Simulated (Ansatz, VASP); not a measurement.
**Cross-check of Ge (Germanium) between VASP and Ansatz**

Wanted: the spread between two codes on one cell, functional and k mesh. The cell is taken from a series of runs on this material, whose earlier steps may have relaxed, scaled, displaced or heated it; both programs get it as it stands.

Main program and level: Ansatz 0.2.0; plane waves, with VASP 6.6.1 beside it; zone-centre phonons at LDA.

### Step 1. Starting point

It takes space group I4_1/amd (No. 141, tetragonal). The conventional cell has a = 3.954 Å, b = 3.954 Å, c = 5.734 Å, α = 90.00°, β = 90.00°, γ = 90.00°. Nearest to Ge lie 4 Ge at 2.44 Å.

### Step 2. VASP: zone-centre phonons, LDA

Second derivatives magnify differences that forces hide, and they need a tight electronic threshold.

Lines of VASP's logs that name or quote its potential files are left out, and so is its time.

INCAR reads:

```
SYSTEM = Ge
PREC = Accurate
ENCUT = 500
EDIFF = 1E-08
NELM = 120
ISMEAR = 0
SIGMA = 0.015
LREAL = .FALSE.
ALGO = Normal
GGA = CA
NBANDS = 20
LORBIT = 11
LWAVE = .FALSE.
LCHARG = .FALSE.
ISIF = 2
ISYM = 2
IBRION = 8
LASPH = .TRUE.
GGA_COMPAT = .FALSE.
KPAR = 2
```

POSCAR reads:

```
Ge
1.0
    0.0000000000      2.7959619313      2.8669575257
    2.7959619313      0.0000000000      2.8669575257
    2.7959619313      2.7959619313      0.0000000000
Ge
2
Direct
    0.4999638963      0.4999638963      0.4999870698
    0.7500361037      0.7500361037      0.7500129302
```

KPOINTS reads:

```
Points of the shifted mesh
1728
Reciprocal
 0.0416666667  0.0416666667  0.0416666667 1
 0.0416666667  0.0416666667  0.1250000000 1
 0.0416666667  0.0416666667  0.2083333333 1
 0.0416666667  0.0416666667  0.2916666667 1
 0.0416666667  0.0416666667  0.3750000000 1
 0.0416666667  0.0416666667  0.4583333333 1
 0.0416666667  0.0416666667  0.5416666667 1
 0.0416666667  0.0416666667  0.6250000000 1
 0.0416666667  0.0416666667  0.7083333333 1
 0.0416666667  0.0416666667  0.7916666667 1
 0.0416666667  0.0416666667  0.8750000000 1
 0.0416666667  0.0416666667  0.9583333333 1
 0.0416666667  0.1250000000  0.0416666667 1
 0.0416666667  0.1250000000  0.1250000000 1
 0.0416666667  0.1250000000  0.2083333333 1
 0.0416666667  0.1250000000  0.2916666667 1
 0.0416666667  0.1250000000  0.3750000000 1
 0.0416666667  0.1250000000  0.4583333333 1
 0.0416666667  0.1250000000  0.5416666667 1
 0.0416666667  0.1250000000  0.6250000000 1
 0.0416666667  0.1250000000  0.7083333333 1
 0.0416666667  0.1250000000  0.7916666667 1
 0.0416666667  0.1250000000  0.8750000000 1
 0.0416666667  0.1250000000  0.9583333333 1
 0.0416666667  0.2083333333  0.0416666667 1
 0.0416666667  0.2083333333  0.1250000000 1
 0.0416666667  0.2083333333  0.2083333333 1
 0.0416666667  0.2083333333  0.2916666667 1
 0.0416666667  0.2083333333  0.3750000000 1
 0.0416666667  0.2083333333  0.4583333333 1
 0.0416666667  0.2083333333  0.5416666667 1
 0.0416666667  0.2083333333  0.6250000000 1
 0.0416666667  0.2083333333  0.7083333333 1
 0.0416666667  0.2083333333  0.7916666667 1
 0.0416666667  0.2083333333  0.8750000000 1
 0.0416666667  0.2083333333  0.9583333333 1
 0.0416666667  0.2916666667  0.0416666667 1
 0.0416666667  0.2916666667  0.1250000000 1
 0.0416666667  0.2916666667  0.2083333333 1
 0.0416666667  0.2916666667  0.2916666667 1
 0.0416666667  0.2916666667  0.3750000000 1
 0.0416666667  0.2916666667  0.4583333333 1
 0.0416666667  0.2916666667  0.5416666667 1
 0.0416666667  0.2916666667  0.6250000000 1
 0.0416666667  0.2916666667  0.7083333333 1
 0.0416666667  0.2916666667  0.7916666667 1
 0.0416666667  0.2916666667  0.8750000000 1
 0.0416666667  0.2916666667  0.9583333333 1
 0.0416666667  0.3750000000  0.0416666667 1
 0.0416666667  0.3750000000  0.1250000000 1
 0.0416666667  0.3750000000  0.2083333333 1
 0.0416666667  0.3750000000  0.2916666667 1
 0.0416666667  0.3750000000  0.3750000000 1
 0.0416666667  0.3750000000  0.4583333333 1
 0.0416666667  0.3750000000  0.5416666667 1
 0.0416666667  0.3750000000  0.6250000000 1
 0.0416666667  0.3750000000  0.7083333333 1
 0.0416666667  0.3750000000  0.7916666667 1
 0.0416666667  0.3750000000  0.8750000000 1
 0.0416666667  0.3750000000  0.9583333333 1
 0.0416666667  0.4583333333  0.0416666667 1
 0.0416666667  0.4583333333  0.1250000000 1
 0.0416666667  0.4583333333  0.2083333333 1
 0.0416666667  0.4583333333  0.2916666667 1
 0.0416666667  0.4583333333  0.3750000000 1
 0.0416666667  0.4583333333  0.4583333333 1
 0.0416666667  0.4583333333  0.5416666667 1
 0.0416666667  0.4583333333  0.6250000000 1
 0.0416666667  0.4583333333  0.7083333333 1
 0.0416666667  0.4583333333  0.7916666667 1
 0.0416666667  0.4583333333  0.8750000000 1
 0.0416666667  0.4583333333  0.9583333333 1
 0.0416666667  0.5416666667  0.0416666667 1
 0.0416666667  0.5416666667  0.1250000000 1
 0.0416666667  0.5416666667  0.2083333333 1
 0.0416666667  0.5416666667  0.2916666667 1
 0.0416666667  0.5416666667  0.3750000000 1
 0.0416666667  0.5416666667  0.4583333333 1
 0.0416666667  0.5416666667  0.5416666667 1
 0.0416666667  0.5416666667  0.6250000000 1
 0.0416666667  0.5416666667  0.7083333333 1
 0.0416666667  0.5416666667  0.7916666667 1
 0.0416666667  0.5416666667  0.8750000000 1
 0.0416666667  0.5416666667  0.9583333333 1
 0.0416666667  0.6250000000  0.0416666667 1
 0.0416666667  0.6250000000  0.1250000000 1
 0.0416666667  0.6250000000  0.2083333333 1
 0.0416666667  0.6250000000  0.2916666667 1
 0.0416666667  0.6250000000  0.3750000000 1
 0.0416666667  0.6250000000  0.4583333333 1
 0.0416666667  0.6250000000  0.5416666667 1
 0.0416666667  0.6250000000  0.6250000000 1
 0.0416666667  0.6250000000  0.7083333333 1
 0.0416666667  0.6250000000  0.7916666667 1
 0.0416666667  0.6250000000  0.8750000000 1
 0.0416666667  0.6250000000  0.9583333333 1
 0.0416666667  0.7083333333  0.0416666667 1
 0.0416666667  0.7083333333  0.1250000000 1
 0.0416666667  0.7083333333  0.2083333333 1
 0.0416666667  0.7083333333  0.2916666667 1
 0.0416666667  0.7083333333  0.3750000000 1
 0.0416666667  0.7083333333  0.4583333333 1
 0.0416666667  0.7083333333  0.5416666667 1
 0.0416666667  0.7083333333  0.6250000000 1
 0.0416666667  0.7083333333  0.7083333333 1
 0.0416666667  0.7083333333  0.7916666667 1
 0.0416666667  0.7083333333  0.8750000000 1
 0.0416666667  0.7083333333  0.9583333333 1
 0.0416666667  0.7916666667  0.0416666667 1
 0.0416666667  0.7916666667  0.1250000000 1
 0.0416666667  0.7916666667  0.2083333333 1
 0.0416666667  0.7916666667  0.2916666667 1
[... 1390 lines left out ...]
 0.8750000000  0.4583333333  0.1250000000 1
 0.8750000000  0.4583333333  0.2083333333 1
 0.8750000000  0.4583333333  0.2916666667 1
 0.8750000000  0.4583333333  0.3750000000 1
 0.8750000000  0.4583333333  0.4583333333 1
 0.8750000000  0.4583333333  0.5416666667 1
 0.8750000000  0.4583333333  0.6250000000 1
 0.8750000000  0.4583333333  0.7083333333 1
 0.8750000000  0.4583333333  0.7916666667 1
 0.8750000000  0.4583333333  0.8750000000 1
 0.8750000000  0.4583333333  0.9583333333 1
 0.8750000000  0.5416666667  0.0416666667 1
 0.8750000000  0.5416666667  0.1250000000 1
 0.8750000000  0.5416666667  0.2083333333 1
 0.8750000000  0.5416666667  0.2916666667 1
 0.8750000000  0.5416666667  0.3750000000 1
 0.8750000000  0.5416666667  0.4583333333 1
 0.8750000000  0.5416666667  0.5416666667 1
 0.8750000000  0.5416666667  0.6250000000 1
 0.8750000000  0.5416666667  0.7083333333 1
 0.8750000000  0.5416666667  0.7916666667 1
 0.8750000000  0.5416666667  0.8750000000 1
 0.8750000000  0.5416666667  0.9583333333 1
 0.8750000000  0.6250000000  0.0416666667 1
 0.8750000000  0.6250000000  0.1250000000 1
 0.8750000000  0.6250000000  0.2083333333 1
 0.8750000000  0.6250000000  0.2916666667 1
 0.8750000000  0.6250000000  0.3750000000 1
 0.8750000000  0.6250000000  0.4583333333 1
 0.8750000000  0.6250000000  0.5416666667 1
 0.8750000000  0.6250000000  0.6250000000 1
 0.8750000000  0.6250000000  0.7083333333 1
 0.8750000000  0.6250000000  0.7916666667 1
 0.8750000000  0.6250000000  0.8750000000 1
 0.8750000000  0.6250000000  0.9583333333 1
 0.8750000000  0.7083333333  0.0416666667 1
 0.8750000000  0.7083333333  0.1250000000 1
 0.8750000000  0.7083333333  0.2083333333 1
 0.8750000000  0.7083333333  0.2916666667 1
 0.8750000000  0.7083333333  0.3750000000 1
 0.8750000000  0.7083333333  0.4583333333 1
 0.8750000000  0.7083333333  0.5416666667 1
 0.8750000000  0.7083333333  0.6250000000 1
 0.8750000000  0.7083333333  0.7083333333 1
 0.8750000000  0.7083333333  0.7916666667 1
 0.8750000000  0.7083333333  0.8750000000 1
 0.8750000000  0.7083333333  0.9583333333 1
 0.8750000000  0.7916666667  0.0416666667 1
 0.8750000000  0.7916666667  0.1250000000 1
 0.8750000000  0.7916666667  0.2083333333 1
 0.8750000000  0.7916666667  0.2916666667 1
 0.8750000000  0.7916666667  0.3750000000 1
 0.8750000000  0.7916666667  0.4583333333 1
 0.8750000000  0.7916666667  0.5416666667 1
 0.8750000000  0.7916666667  0.6250000000 1
 0.8750000000  0.7916666667  0.7083333333 1
 0.8750000000  0.7916666667  0.7916666667 1
 0.8750000000  0.7916666667  0.8750000000 1
 0.8750000000  0.7916666667  0.9583333333 1
 0.8750000000  0.8750000000  0.0416666667 1
 0.8750000000  0.8750000000  0.1250000000 1
 0.8750000000  0.8750000000  0.2083333333 1
 0.8750000000  0.8750000000  0.2916666667 1
 0.8750000000  0.8750000000  0.3750000000 1
 0.8750000000  0.8750000000  0.4583333333 1
 0.8750000000  0.8750000000  0.5416666667 1
 0.8750000000  0.8750000000  0.6250000000 1
 0.8750000000  0.8750000000  0.7083333333 1
 0.8750000000  0.8750000000  0.7916666667 1
 0.8750000000  0.8750000000  0.8750000000 1
 0.8750000000  0.8750000000  0.9583333333 1
 0.8750000000  0.9583333333  0.0416666667 1
 0.8750000000  0.9583333333  0.1250000000 1
 0.8750000000  0.9583333333  0.2083333333 1
 0.8750000000  0.9583333333  0.2916666667 1
 0.8750000000  0.9583333333  0.3750000000 1
 0.8750000000  0.9583333333  0.4583333333 1
 0.8750000000  0.9583333333  0.5416666667 1
 0.8750000000  0.9583333333  0.6250000000 1
 0.8750000000  0.9583333333  0.7083333333 1
 0.8750000000  0.9583333333  0.7916666667 1
 0.8750000000  0.9583333333  0.8750000000 1
 0.8750000000  0.9583333333  0.9583333333 1
 0.9583333333  0.0416666667  0.0416666667 1
 0.9583333333  0.0416666667  0.1250000000 1
 0.9583333333  0.0416666667  0.2083333333 1
 0.9583333333  0.0416666667  0.2916666667 1
 0.9583333333  0.0416666667  0.3750000000 1
 0.9583333333  0.0416666667  0.4583333333 1
 0.9583333333  0.0416666667  0.5416666667 1
 0.9583333333  0.0416666667  0.6250000000 1
 0.9583333333  0.0416666667  0.7083333333 1
 0.9583333333  0.0416666667  0.7916666667 1
 0.9583333333  0.0416666667  0.8750000000 1
 0.9583333333  0.0416666667  0.9583333333 1
 0.9583333333  0.1250000000  0.0416666667 1
 0.9583333333  0.1250000000  0.1250000000 1
 0.9583333333  0.1250000000  0.2083333333 1
 0.9583333333  0.1250000000  0.2916666667 1
 0.9583333333  0.1250000000  0.3750000000 1
 0.9583333333  0.1250000000  0.4583333333 1
 0.9583333333  0.1250000000  0.5416666667 1
 0.9583333333  0.1250000000  0.6250000000 1
 0.9583333333  0.1250000000  0.7083333333 1
 0.9583333333  0.1250000000  0.7916666667 1
 0.9583333333  0.1250000000  0.8750000000 1
 0.9583333333  0.1250000000  0.9583333333 1
 0.9583333333  0.2083333333  0.0416666667 1
 0.9583333333  0.2083333333  0.1250000000 1
 0.9583333333  0.2083333333  0.2083333333 1
 0.9583333333  0.2083333333  0.2916666667 1
 0.9583333333  0.2083333333  0.3750000000 1
 0.9583333333  0.2083333333  0.4583333333 1
 0.9583333333  0.2083333333  0.5416666667 1
 0.9583333333  0.2083333333  0.6250000000 1
 0.9583333333  0.2083333333  0.7083333333 1
 0.9583333333  0.2083333333  0.7916666667 1
 0.9583333333  0.2083333333  0.8750000000 1
 0.9583333333  0.2083333333  0.9583333333 1
 0.9583333333  0.2916666667  0.0416666667 1
 0.9583333333  0.2916666667  0.1250000000 1
 0.9583333333  0.2916666667  0.2083333333 1
 0.9583333333  0.2916666667  0.2916666667 1
 0.9583333333  0.2916666667  0.3750000000 1
 0.9583333333  0.2916666667  0.4583333333 1
 0.9583333333  0.2916666667  0.5416666667 1
 0.9583333333  0.2916666667  0.6250000000 1
 0.9583333333  0.2916666667  0.7083333333 1
 0.9583333333  0.2916666667  0.7916666667 1
 0.9583333333  0.2916666667  0.8750000000 1
 0.9583333333  0.2916666667  0.9583333333 1
 0.9583333333  0.3750000000  0.0416666667 1
 0.9583333333  0.3750000000  0.1250000000 1
 0.9583333333  0.3750000000  0.2083333333 1
 0.9583333333  0.3750000000  0.2916666667 1
 0.9583333333  0.3750000000  0.3750000000 1
 0.9583333333  0.3750000000  0.4583333333 1
 0.9583333333  0.3750000000  0.5416666667 1
 0.9583333333  0.3750000000  0.6250000000 1
 0.9583333333  0.3750000000  0.7083333333 1
 0.9583333333  0.3750000000  0.7916666667 1
 0.9583333333  0.3750000000  0.8750000000 1
 0.9583333333  0.3750000000  0.9583333333 1
 0.9583333333  0.4583333333  0.0416666667 1
 0.9583333333  0.4583333333  0.1250000000 1
 0.9583333333  0.4583333333  0.2083333333 1
 0.9583333333  0.4583333333  0.2916666667 1
 0.9583333333  0.4583333333  0.3750000000 1
 0.9583333333  0.4583333333  0.4583333333 1
 0.9583333333  0.4583333333  0.5416666667 1
 0.9583333333  0.4583333333  0.6250000000 1
 0.9583333333  0.4583333333  0.7083333333 1
 0.9583333333  0.4583333333  0.7916666667 1
 0.9583333333  0.4583333333  0.8750000000 1
 0.9583333333  0.4583333333  0.9583333333 1
 0.9583333333  0.5416666667  0.0416666667 1
 0.9583333333  0.5416666667  0.1250000000 1
 0.9583333333  0.5416666667  0.2083333333 1
 0.9583333333  0.5416666667  0.2916666667 1
 0.9583333333  0.5416666667  0.3750000000 1
 0.9583333333  0.5416666667  0.4583333333 1
 0.9583333333  0.5416666667  0.5416666667 1
 0.9583333333  0.5416666667  0.6250000000 1
 0.9583333333  0.5416666667  0.7083333333 1
 0.9583333333  0.5416666667  0.7916666667 1
 0.9583333333  0.5416666667  0.8750000000 1
 0.9583333333  0.5416666667  0.9583333333 1
 0.9583333333  0.6250000000  0.0416666667 1
 0.9583333333  0.6250000000  0.1250000000 1
 0.9583333333  0.6250000000  0.2083333333 1
 0.9583333333  0.6250000000  0.2916666667 1
 0.9583333333  0.6250000000  0.3750000000 1
 0.9583333333  0.6250000000  0.4583333333 1
 0.9583333333  0.6250000000  0.5416666667 1
 0.9583333333  0.6250000000  0.6250000000 1
 0.9583333333  0.6250000000  0.7083333333 1
 0.9583333333  0.6250000000  0.7916666667 1
 0.9583333333  0.6250000000  0.8750000000 1
 0.9583333333  0.6250000000  0.9583333333 1
 0.9583333333  0.7083333333  0.0416666667 1
 0.9583333333  0.7083333333  0.1250000000 1
 0.9583333333  0.7083333333  0.2083333333 1
 0.9583333333  0.7083333333  0.2916666667 1
 0.9583333333  0.7083333333  0.3750000000 1
 0.9583333333  0.7083333333  0.4583333333 1
 0.9583333333  0.7083333333  0.5416666667 1
 0.9583333333  0.7083333333  0.6250000000 1
 0.9583333333  0.7083333333  0.7083333333 1
 0.9583333333  0.7083333333  0.7916666667 1
 0.9583333333  0.7083333333  0.8750000000 1
 0.9583333333  0.7083333333  0.9583333333 1
 0.9583333333  0.7916666667  0.0416666667 1
 0.9583333333  0.7916666667  0.1250000000 1
 0.9583333333  0.7916666667  0.2083333333 1
 0.9583333333  0.7916666667  0.2916666667 1
 0.9583333333  0.7916666667  0.3750000000 1
 0.9583333333  0.7916666667  0.4583333333 1
 0.9583333333  0.7916666667  0.5416666667 1
 0.9583333333  0.7916666667  0.6250000000 1
 0.9583333333  0.7916666667  0.7083333333 1
 0.9583333333  0.7916666667  0.7916666667 1
 0.9583333333  0.7916666667  0.8750000000 1
 0.9583333333  0.7916666667  0.9583333333 1
 0.9583333333  0.8750000000  0.0416666667 1
 0.9583333333  0.8750000000  0.1250000000 1
 0.9583333333  0.8750000000  0.2083333333 1
 0.9583333333  0.8750000000  0.2916666667 1
 0.9583333333  0.8750000000  0.3750000000 1
 0.9583333333  0.8750000000  0.4583333333 1
 0.9583333333  0.8750000000  0.5416666667 1
 0.9583333333  0.8750000000  0.6250000000 1
 0.9583333333  0.8750000000  0.7083333333 1
 0.9583333333  0.8750000000  0.7916666667 1
 0.9583333333  0.8750000000  0.8750000000 1
 0.9583333333  0.8750000000  0.9583333333 1
 0.9583333333  0.9583333333  0.0416666667 1
 0.9583333333  0.9583333333  0.1250000000 1
 0.9583333333  0.9583333333  0.2083333333 1
 0.9583333333  0.9583333333  0.2916666667 1
 0.9583333333  0.9583333333  0.3750000000 1
 0.9583333333  0.9583333333  0.4583333333 1
 0.9583333333  0.9583333333  0.5416666667 1
 0.9583333333  0.9583333333  0.6250000000 1
 0.9583333333  0.9583333333  0.7083333333 1
 0.9583333333  0.9583333333  0.7916666667 1
 0.9583333333  0.9583333333  0.8750000000 1
 0.9583333333  0.9583333333  0.9583333333 1
```

Potentials, in the order of the species: Ge_d (LDA family, release 64).

Run with:

```console
mpirun -np 2 vasp_std
```

Numbers of over 12 decimals in the logs are rounded to 6 here.

Output:

```text
[banner, memory and clock lines left out]
running    2 mpi-ranks, on    1 nodes
 distrk:  each k-point on    1 cores,    2 groups
 distr:  one band on    1 cores,    1 groups

 POSCAR found type information on POSCAR Ge
 POSCAR found :  1 types and       2 ions
 LDA part: xc-table for (Slater(with rela. corr.)+CA(PZ))
 , standard interpolation
 POSCAR, INCAR and KPOINTS ok, starting setup
 FFT: planning ... GRIDC
 FFT: planning ... GRID_SOFT
 FFT: planning ... GRID
 WAVECAR not read
 entering main loop
       N       E                     dE             d eps       ncg     rms          rms(c)
DAV:   1     0.182897274749E+03    0.18290E+03   -0.14724E+04 74384   0.370E+03
DAV:   2     0.148678576272E+02   -0.16803E+03   -0.16353E+03 69248   0.582E+02
DAV:   3    -0.977104965188E+01   -0.24639E+02   -0.24462E+02 77840   0.144E+02
DAV:   4    -0.105527165782E+02   -0.78167E+00   -0.78111E+00 77872   0.300E+01
DAV:   5    -0.105654303318E+02   -0.12714E-01   -0.12713E-01 77364   0.416E+00    0.332E+00
DAV:   6    -0.104464142509E+02    0.11902E+00   -0.38641E-02 76632   0.170E+00    0.190E+00
DAV:   7    -0.103865962083E+02    0.59818E-01   -0.77695E-02 72136   0.209E+00    0.140E-01
DAV:   8    -0.103872794945E+02   -0.68329E-03   -0.55877E-03 78520   0.868E-01    0.468E-02
DAV:   9    -0.103873199046E+02   -0.40410E-04   -0.86240E-05 79932   0.971E-02    0.129E-02
DAV:  10    -0.103873164618E+02    0.34428E-05   -0.93845E-06 93840   0.456E-02    0.419E-03
DAV:  11    -0.103873163643E+02    0.97546E-07   -0.96455E-07 73956   0.820E-03    0.178E-03
DAV:  12    -0.103873163658E+02   -0.15370E-08   -0.67676E-08 93396   0.350E-03
   1 F= -.10387316E+02 E0= -.10387316E+02  d E =-.221818E-07
 Linear response reoptimize wavefunctions to high precision
DAV:   1    -0.103873163655E+02    0.32378E-09   -0.35064E-09 61676   0.530E-04
DAV:   2    -0.103873163655E+02   -0.90949E-11   -0.18750E-10 44504   0.160E-04
 Linear response DOF=           2
 Linear response progress:
  Degree of freedom:   1/  2
       N       E                     dE             d eps       ncg     rms          rms(c)
RMM:   1    -0.188047937581E+00   -0.18805E+00    0.85713E+00 84466   0.450E+01
RMM:   2    -0.195526592895E+00   -0.74787E-02   -0.13546E-02111892   0.110E+00    0.740E-02
RMM:   3    -0.195570363469E+00   -0.43771E-04   -0.94317E-04118606   0.319E-01    0.425E-02
RMM:   4    -0.195504974579E+00    0.65389E-04   -0.66501E-05126705   0.832E-02    0.492E-03
RMM:   5    -0.195511491561E+00   -0.65170E-05   -0.45461E-06122128   0.192E-02    0.239E-03
RMM:   6    -0.195522492440E+00   -0.11001E-04   -0.24763E-07124041   0.530E-03    0.329E-04
RMM:   7    -0.195521849199E+00    0.64324E-06   -0.46917E-08127651   0.175E-03    0.213E-04
RMM:   8    -0.195521530689E+00    0.31851E-06   -0.72336E-09129380   0.601E-04    0.424E-05
RMM:   9    -0.195521364530E+00    0.16616E-06   -0.17974E-08128796   0.273E-04    0.170E-05
RMM:  10    -0.195521469383E+00   -0.10485E-06   -0.15347E-08130186   0.130E-04    0.558E-06
RMM:  11    -0.195521479608E+00   -0.10225E-07   -0.17803E-08130951   0.746E-05    0.301E-06
RMM:  12    -0.195521499511E+00   -0.19903E-07   -0.15272E-08133835   0.493E-05    0.182E-06
RMM:  13    -0.195521518087E+00   -0.18576E-07   -0.53142E-09134530   0.384E-05    0.215E-07
RMM:  14    -0.195521515908E+00    0.21781E-08   -0.16847E-09112812   0.325E-05    0.235E-07
 first order change of Fermi-energy   0.74617E+00
 force on displaced ion       1 direction 1 : -11.425   0.005  -0.004
 Linear response progress:
  Degree of freedom:   2/  2
       N       E                     dE             d eps       ncg     rms          rms(c)
RMM:   1    -0.188317905573E+00   -0.18832E+00    0.84002E+00 84568   0.446E+01
RMM:   2    -0.195790988367E+00   -0.74731E-02   -0.13421E-02111712   0.110E+00    0.756E-02
RMM:   3    -0.195838962500E+00   -0.47974E-04   -0.95690E-04118788   0.321E-01    0.434E-02
RMM:   4    -0.195778142751E+00    0.60820E-04   -0.65893E-05126812   0.833E-02    0.483E-03
RMM:   5    -0.195784431966E+00   -0.62892E-05   -0.45377E-06122380   0.193E-02    0.239E-03
RMM:   6    -0.195795322327E+00   -0.10890E-04   -0.25588E-07123507   0.529E-03    0.312E-04
RMM:   7    -0.195794506597E+00    0.81573E-06   -0.55497E-08127682   0.180E-03    0.209E-04
RMM:   8    -0.195794129381E+00    0.37722E-06   -0.58816E-09128817   0.623E-04    0.445E-05
RMM:   9    -0.195793974418E+00    0.15496E-06   -0.68673E-09129006   0.286E-04    0.187E-05
RMM:  10    -0.195794108003E+00   -0.13359E-06   -0.16140E-08129769   0.137E-04    0.585E-06
RMM:  11    -0.195794114097E+00   -0.60938E-08   -0.14858E-08129548   0.788E-05    0.350E-06
 first order change of Fermi-energy   0.30534E+01
 force on displaced ion       1 direction 3 :  -0.004  -0.004 -11.436
 Linear response finished
```

(Part 1 of 2 ends here.)

[Lines on the potential files, build, host, timing and source positions are cut from VASP's logs without a mark.]

[Logs are printed without paths, hosts, clocks, repeated set-up lines and the standing remarks that a program may print on its own settings, such as how far it seeks lower states.]

[Hosts, paths, dates, database ids (printed as entryN), source tags and the programs' standing remarks are cut or masked in the printed files.]
